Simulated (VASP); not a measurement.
All values below come from optB88-vdW, VASP's PBE PAW potentials (set 64) (plane waves; VASP).

The input files of a VASP run:

### KPOINTS
```
kpoints
0
Gamma
11 11 11
```

### POSCAR
```
TiCo
1
    2.9900000000     0.0000000000     0.0000000000
    0.0000000000     2.9900000000     0.0000000000
    0.0000000000     0.0000000000     2.9900000000
Ti Co
1 1
Direct
  0.0000000000   0.0000000000   0.0000000000
  0.5000000000   0.5000000000   0.5000000000
```

**INCAR**
```
SYSTEM=TiCo
PREC=Accurate; ENCUT=520; LREAL=F
LASPH=T
EDIFF=1E-6; NELM=100; ALGO=Normal
LMAXMIX=4
ISMEAR=1; SIGMA=0.1
GGA=BO; LUSE_VDW=T; AGGAC=0.0
PARAM1=0.1833333333; PARAM2=0.22
IBRION=2; NSW=60; ISIF=3
EDIFFG=-0.01
LWAVE=F; LCHARG=F
```

POTCAR, in this order: Ti_sv Co (PBE.64 set). Program: vasp_std.

The resulting files:

### OSZICAR
```
       N       E                     dE             d eps       ncg     rms          rms(c)
DAV:   1     0.158535362979E+03    0.15854E+03   -0.10468E+04  1568   0.187E+03
DAV:   2    -0.231607126280E+01   -0.16085E+03   -0.15810E+03  1580   0.409E+02
DAV:   3    -0.118638091967E+02   -0.95477E+01   -0.94796E+01  2550   0.109E+02
DAV:   4    -0.121288292284E+02   -0.26502E+00   -0.26366E+00  1846   0.150E+01
DAV:   5    -0.121407560818E+02   -0.11927E-01   -0.11926E-01  2358   0.290E+00    0.120E+01
DAV:   6    -0.100164551467E+02    0.21243E+01   -0.97921E+00  2126   0.438E+01    0.259E+00
DAV:   7    -0.100324669279E+02   -0.16012E-01   -0.43781E-01  2276   0.588E+00    0.266E+00
DAV:   8    -0.100102791335E+02    0.22188E-01   -0.95969E-02  2330   0.360E+00    0.159E+00
DAV:   9    -0.100142306093E+02   -0.39515E-02   -0.70943E-02  1772   0.379E+00    0.315E-01
DAV:  10    -0.100129337688E+02    0.12968E-02   -0.12887E-02  1962   0.147E+00    0.148E-01
DAV:  11    -0.100130391739E+02   -0.10541E-03   -0.11944E-03  2060   0.427E-01    0.380E-02
DAV:  12    -0.100130513656E+02   -0.12192E-04   -0.20039E-04  2364   0.117E-01    0.180E-02
DAV:  13    -0.100130485748E+02    0.27909E-05   -0.68108E-06  1842   0.272E-02    0.903E-03
DAV:  14    -0.100130468142E+02    0.17606E-05   -0.25911E-06  1244   0.140E-02    0.613E-04
DAV:  15    -0.100130467751E+02    0.39125E-07   -0.32637E-07   880   0.731E-03
   1 F= -.10013047E+02 E0= -.10013226E+02  d E =-.100130E+02
       N       E                     dE             d eps       ncg     rms          rms(c)
DAV:   1    -0.112524599650E+02   -0.12394E+01   -0.26273E+01  1664   0.784E+01    0.103E+01
DAV:   2    -0.131257588932E+02   -0.18733E+01   -0.29527E+01  1994   0.738E+01    0.161E+01
DAV:   3    -0.100641748406E+02    0.30616E+01   -0.15547E+01  2270   0.531E+01    0.377E+00
DAV:   4    -0.998531976483E+01    0.78855E-01   -0.82122E-01  2264   0.865E+00    0.754E-01
DAV:   5    -0.999741830002E+01   -0.12099E-01   -0.93686E-02  2138   0.329E+00    0.104E+00
DAV:   6    -0.100033894892E+02   -0.59712E-02   -0.29354E-02  2476   0.174E+00    0.396E-01
DAV:   7    -0.100100199046E+02   -0.66304E-02   -0.13856E-02  2144   0.783E-01    0.722E-02
DAV:   8    -0.100102278724E+02   -0.20797E-03   -0.23062E-03  2102   0.364E-01    0.768E-02
DAV:   9    -0.100103344268E+02   -0.10655E-03   -0.33328E-04  1634   0.172E-01    0.336E-02
DAV:  10    -0.100103306885E+02    0.37383E-05   -0.64261E-05  2344   0.552E-02    0.750E-03
DAV:  11    -0.100103308372E+02   -0.14873E-06   -0.14079E-06  1084   0.102E-02
   2 F= -.10010331E+02 E0= -.10010661E+02  d E =0.271594E-02
       N       E                     dE             d eps       ncg     rms          rms(c)
DAV:   1    -0.103618381107E+02   -0.35151E+00   -0.71735E+00  1688   0.432E+01    0.521E+00
DAV:   2    -0.112449432230E+02   -0.88311E+00   -0.10507E+01  2302   0.378E+01    0.150E+01
DAV:   3    -0.100326716925E+02    0.12123E+01   -0.90228E+00  2334   0.301E+01    0.146E+00
DAV:   4    -0.100292900341E+02    0.33817E-02   -0.10841E-01  1682   0.280E+00    0.113E+00
DAV:   5    -0.100258331803E+02    0.34569E-02   -0.34461E-02  2312   0.143E+00    0.636E-01
DAV:   6    -0.100265208212E+02   -0.68764E-03   -0.15912E-03  1994   0.442E-01    0.547E-01
DAV:   7    -0.100268118342E+02   -0.29101E-03   -0.11940E-02  2362   0.102E+00    0.462E-02
DAV:   8    -0.100268364353E+02   -0.24601E-04   -0.52923E-04  1680   0.243E-01    0.528E-02
DAV:   9    -0.100268426766E+02   -0.62414E-05   -0.13919E-04  2316   0.131E-01    0.230E-02
DAV:  10    -0.100268426062E+02    0.70489E-07   -0.13053E-05  1894   0.446E-02    0.123E-03
DAV:  11    -0.100268425846E+02    0.21571E-07   -0.51049E-07   824   0.861E-03
   3 F= -.10026843E+02 E0= -.10027087E+02  d E =-.137958E-01
```

OUTCAR:
```
------------------------ aborting loop because EDIFF is reached ----------------------------------------
  FORCE on cell =-STRESS in cart. coord.  units (eV):
  Direction    XX          YY          ZZ          XY          YZ          ZX
  --------------------------------------------------------------------------------------
  Total        0.0011262      0.0011262      0.0011262     -0.0000000     -0.0000000     -0.0000000
  in kB        0.0696152      0.0696152      0.0696152     -0.0000000     -0.0000000     -0.0000000
  external PRESSURE =       0.0696152 kB  Pullay stress =       0.0000000 kB
  volume of cell :       25.92
      direct lattice vectors                 reciprocal lattice vectors
     2.959469231  0.000000000  0.000000000     0.337898428 -0.000000000  0.000000000
     0.000000000  2.959469231  0.000000000    -0.000000000  0.337898428 -0.000000000
    -0.000000000  0.000000000  2.959469231    -0.000000000 -0.000000000  0.337898428
 POSITION                                       TOTAL-FORCE (eV/Angst)
 -----------------------------------------------------------------------------------
      0.00000      0.00000      0.00000        -0.000000     -0.000000      0.000000
      1.47973      1.47973      1.47973         0.000000      0.000000      0.000000
 -----------------------------------------------------------------------------------
    total drift:                                0.000000      0.000000     -0.000000
  FREE ENERGIE OF THE ION-ELECTRON SYSTEM (eV)
  ---------------------------------------------------
  free  energy   TOTEN  =       -10.0268425846 eV

  energy  without entropy=      -10.0275754361  energy(sigma->0) =      -10.02708687

 reached required accuracy - stopping structural energy minimisation
```
(Selected blocks of OUTCAR.)

File CONTCAR:
```
TiCo
   1.00000000000000
     2.9594692313350959    0.0000000000000000    0.0000000000000000
     0.0000000000000000    2.9594692313350959    0.0000000000000000
    -0.0000000000000000    0.0000000000000000    2.9594692313350959
  Ti              Co
     1     1
Direct
     0.0000000000000000    0.0000000000000000    0.0000000000000000
     0.5000000000000000    0.5000000000000000    0.5000000000000000
```

Energy and stress use the plane-wave basis of the starting cell.

The compound is TiCo in the CsCl type structure. This run relaxes it. Symmetry was kept, so distortions that lower it aren't found. The run is not spin-polarised, so no magnetic state was tried. The electron count is odd and the run is not spin-polarised, which forces a metal.
